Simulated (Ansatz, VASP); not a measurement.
CdClO in VASP and in Ansatz

```
Cd Cl O
1.0
     3.83702    0.00000    0.00000
    -1.91851    3.32296    0.00000
     0.00000    0.00000    9.62589
Cd Cl O
2 2 2
Direct
  0.66667 0.33333 0.01906
  0.33333 0.66667 0.51906
  0.66667 0.33333 0.33872
  0.33333 0.66667 0.83872
  0.00000 0.00000 0.07922
  0.00000 0.00000 0.57922
```

Change from the starting cell: volume scaled by 1.02.

Alike in both runs: task single point; functional PBE; k mesh 8 × 8 × 3; occupations fermi-dirac, width 0.05 eV; no spin polarisation.

|  | VASP | Ansatz |
| --- | --- | --- |
| version | VASP 6.6.1 | Ansatz 0.2.0 |
| potentials or method | VASP PAW PBE potentials, release 64 (Cd, Cl, O) | Ansatz PAW |
| plane-wave cutoff (eV) | 520 | 420 |
| valence electrons in the cell | 50 | 66 |

```tsv
	VASP	Ansatz	Ansatz less VASP
gap on the k mesh at the Fermi level (eV)	none	none	-
pressure (GPa)	-3.0	-3.4	-0.40
largest component of the traceless stress (GPa)	1.69	1.93	+0.240
rms of the force components (eV/Å)	0.059	0.073	+0.0141
```

Atom by atom the forces differ by 0.016 eV/Å (rms over components). A gap of «none» marks a metal or a gap that the smearing closes. The two sets of potentials don't hold the same shells in valence.
